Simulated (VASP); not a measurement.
Output of a VASP run:

**OUTCAR**
```
 ion  position               nearest neighbor table
   1  0.000  0.000  0.000-   2 2.48   2 2.48   2 2.48   2 2.48
   2  0.250  0.250  0.250-   1 2.48   1 2.48   1 2.48   1 2.48
  LATTYP: Found a face centered cubic cell.
 ALAT       =     5.7342935934
 Subroutine PRICEL returns:
 Original cell was already a primitive cell.
 Subroutine GETGRP returns: Found 24 space group operations
The static configuration has the point symmetry T_d .
The dynamic configuration has the point symmetry T_d .
The overall configuration has the point symmetry T_d .
 Subroutine INISYM returns: Found 24 space group operations
 Subroutine IBZKPT returns following result:
 Found     30 irreducible k-points:

 Following reciprocal coordinates:
            Coordinates               Weight
  0.000000  0.000000  0.000000      1.000000
  0.142857  0.000000  0.000000      4.000000
 -0.142857  0.000000  0.000000      4.000000
  0.285714  0.000000  0.000000      4.000000
 -0.285714  0.000000  0.000000      4.000000
  0.428571  0.000000  0.000000      4.000000
 -0.428571  0.000000  0.000000      4.000000
  0.142857  0.142857  0.000000      6.000000
  0.285714  0.142857  0.000000     12.000000
 -0.285714 -0.142857  0.000000     12.000000
  0.428571  0.142857  0.000000     12.000000
 -0.428571 -0.142857  0.000000     12.000000
 -0.428571  0.142857  0.000000     12.000000
  0.428571 -0.142857  0.000000     12.000000
 -0.285714  0.142857  0.000000     12.000000
  0.285714 -0.142857  0.000000     12.000000
 -0.142857  0.142857  0.000000     12.000000
  0.285714  0.285714  0.000000      6.000000
  0.428571  0.285714  0.000000     12.000000
 -0.428571 -0.285714  0.000000     12.000000
 -0.428571  0.285714  0.000000     12.000000
  0.428571 -0.285714  0.000000     12.000000
 -0.285714  0.285714  0.000000     12.000000
  0.428571  0.428571  0.000000      6.000000
 -0.428571  0.428571  0.000000     12.000000
  0.428571  0.285714  0.142857     24.000000
 -0.428571  0.285714  0.142857     24.000000
  0.428571 -0.285714 -0.142857     24.000000
 -0.428571  0.428571  0.142857     24.000000
 -0.285714  0.428571  0.142857     24.000000
   k-points           NKPTS =     30   k-points in BZ     NKDIM =     30   number of bands    NBANDS=     26
   number of dos      NEDOS =    301   number of ions     NIONS =      2
   total plane-waves  NPLWV =  21952
   dimension x,y,z NGX =    28 NGY =   28 NGZ =   28
   dimension x,y,z NGXF=    56 NGYF=   56 NGZF=   56
   ions per type =               1   1
   PREC   = accura    normal or accurate (medium, high low for compatibility)
   ISTART =      0    job   : 0-new  1-cont  2-samecut
   ICHARG =      2    charge: 1-file 2-atom 10-const
   ISPIN  =      1    spin polarized calculation?
   LNONCOLLINEAR =      T non collinear calculations
   LSORBIT =      T    spin-orbit coupling
   INIWAV =      1    electr: 0-lowe 1-rand  2-diag
   ENCUT  =  400.0 eV  29.40 Ry    5.42 a.u.   6.61  6.61  6.61*2*pi/ulx,y,z
   NELM   =    100;   NELMIN=  2; NELMDL= -5     # of ELM steps
   EDIFF  = 0.1E-05   stopping-criterion for ELM
   LREAL  =      F    real-space projection
   NLSPLINE    = F    spline interpolate recip. space projectors
   LMAXMIX     =    4 max onsite mixed and CHGCAR
   VOSKOWN=      0    Vosko Wilk Nusair interpolation
   EDIFFG = 0.1E-04   stopping-criterion for IOM
   NSW    =      0    number of steps for IOM
   NBLOCK =      1;   KBLOCK =      1    inner block; outer block
   IBRION =     -1    ionic relax: 0-MD 1-quasi-New 2-CG
   NFREE  =      0    steps in history (QN), initial steepest desc. (CG)
   ISIF   =      2    stress and relaxation
   ISYM   =      2    0-nonsym 1-usesym 2-fastsym
   TEIN   =    0.0    initial temperature
   TEBEG  =    0.0;   TEEND  =   0.0 temperature during run
   SMASS  =  -3.00    Nose mass-parameter (am)
   PSTRESS=    0.0 pullay stress
   NELECT =      18.0000    total number of electrons
   EFERMI =   0.00;   METHOD = LEGACY
...
```

### OSZICAR
```
       N       E                     dE             d eps       ncg     rms          rms(c)
DAV:   1     0.104233525449E+03    0.10423E+03   -0.73034E+03  1560   0.132E+03
DAV:   2     0.321540314652E+01   -0.10102E+03   -0.96971E+02  1616   0.294E+02
DAV:   3    -0.617243488550E+01   -0.93878E+01   -0.93008E+01  1850   0.935E+01
DAV:   4    -0.634264978163E+01   -0.17021E+00   -0.16989E+00  1718   0.127E+01
DAV:   5    -0.634372706625E+01   -0.10773E-02   -0.10771E-02  1788   0.990E-01    0.467E+00
DAV:   6    -0.606179491462E+01    0.28193E+00   -0.60192E-01  2194   0.289E+01    0.353E+00
DAV:   7    -0.605183120166E+01    0.99637E-02   -0.30502E-01  1624   0.482E+00    0.150E+00
DAV:   8    -0.605216024907E+01   -0.32905E-03   -0.66189E-03  1698   0.129E+00    0.590E-01
DAV:   9    -0.605239239172E+01   -0.23214E-03   -0.13055E-03  1882   0.722E-01    0.265E-01
DAV:  10    -0.605251586232E+01   -0.12347E-03   -0.24800E-04  1698   0.140E-01    0.599E-02
DAV:  11    -0.605258116970E+01   -0.65307E-04   -0.89829E-05  1656   0.220E-01    0.149E-02
DAV:  12    -0.605258961944E+01   -0.84497E-05   -0.37745E-05  1710   0.139E-01    0.403E-03
DAV:  13    -0.605259108814E+01   -0.14687E-05   -0.60133E-06  1718   0.230E-02    0.234E-03
DAV:  14    -0.605259126938E+01   -0.18124E-06   -0.53710E-07  1214   0.115E-02
   1 F= -.60525913E+01 E0= -.60525913E+01  d E =-.163643E-15  mag=    -0.0000    -0.0000    -0.0000
       N       E                     dE             ncg
       N       E                     dE             ncg
```

**OUTCAR**
```
------------------------ aborting loop because EDIFF is reached ----------------------------------------
  FORCE on cell =-STRESS in cart. coord.  units (eV):
  Direction    XX          YY          ZZ          XY          YZ          ZX
  --------------------------------------------------------------------------------------
  Total       -0.0128323     -0.0128323     -0.0128323      0.0000000      0.0000000      0.0000000
  in kB       -0.4361496     -0.4361496     -0.4361496      0.0000000      0.0000000      0.0000000
  external PRESSURE =      -0.4361496 kB  Pullay stress =       0.0000000 kB
  volume of cell :       47.14
      direct lattice vectors                 reciprocal lattice vectors
     0.000000000  2.867146797  2.867146797    -0.174389397  0.174389397  0.174389397
     2.867146797  0.000000000  2.867146797     0.174389397 -0.174389397  0.174389397
     2.867146797  2.867146797  0.000000000     0.174389397  0.174389397 -0.174389397
  FREE ENERGIE OF THE ION-ELECTRON SYSTEM (eV)
  ---------------------------------------------------
  free  energy   TOTEN  =        -6.0525912694 eV

  energy  without entropy=       -6.0525912694  energy(sigma->0) =       -6.05259127

 Ion:    1  E_soc:     -0.0084952

 Ion:    2  E_soc:     -0.0370341
```
(Selected blocks of OUTCAR.)

**POSCAR**
```
ZnSe
1
    0.0000000000     2.8671467967     2.8671467967
    2.8671467967     0.0000000000     2.8671467967
    2.8671467967     2.8671467967     0.0000000000
Zn Se
1 1
Direct
  0.0000000000   0.0000000000   0.0000000000
  0.2500000000   0.2500000000   0.2500000000
```

Task: Write an INCAR and KPOINTS that could have produced this output.

Result: Several could match; the one computed here: the input of the run itself, PBE GGA with spin-orbit coupling, plane waves, VASP's PBE PAW potentials (set 64).

**KPOINTS**
```
Automatic mesh
0
G
  7 7 7
0 0 0
```

### KPOINTS_OPT
```
k-points along high-symmetry lines
8
Line-mode
Reciprocal
  0.000000   0.000000   0.000000 ! GAMMA
 -0.500000  -0.500000   0.000000 ! X

 -0.500000  -0.500000   0.000000 ! X
 -0.375000  -0.375000   0.250000 ! U

 -0.375000  -0.000000   0.375000 ! K
  0.000000   0.000000   0.000000 ! GAMMA

  0.000000   0.000000   0.000000 ! GAMMA
 -0.000000   0.000000   0.500000 ! L

 -0.000000   0.000000   0.500000 ! L
 -0.500000  -0.250000   0.250000 ! W

 -0.500000  -0.250000   0.250000 ! W
 -0.500000  -0.500000   0.000000 ! X
```

### INCAR
```
LASPH = T
LMAXMIX = 4
LCHARG = F
GGA_COMPAT = F
MAGMOM = 6*0
LWAVE = F
EDIFF = 1E-6   ! SCF stop (eV)
LREAL = F   ! projection in real space or not
SYSTEM = ZnSe
ENCUT = 400
ALGO = Normal
LSORBIT = T
GGA = PE   ! PBE
ISMEAR = 0   ! Gaussian
SIGMA = 0.05   ! width (eV)
NELM = 100
PREC = Accurate
```

POTCAR, in this order: Zn Se (PBE.64 set). Program: vasp_ncl.

The compound is ZnSe in the zinc blende structure. It was relaxed first.
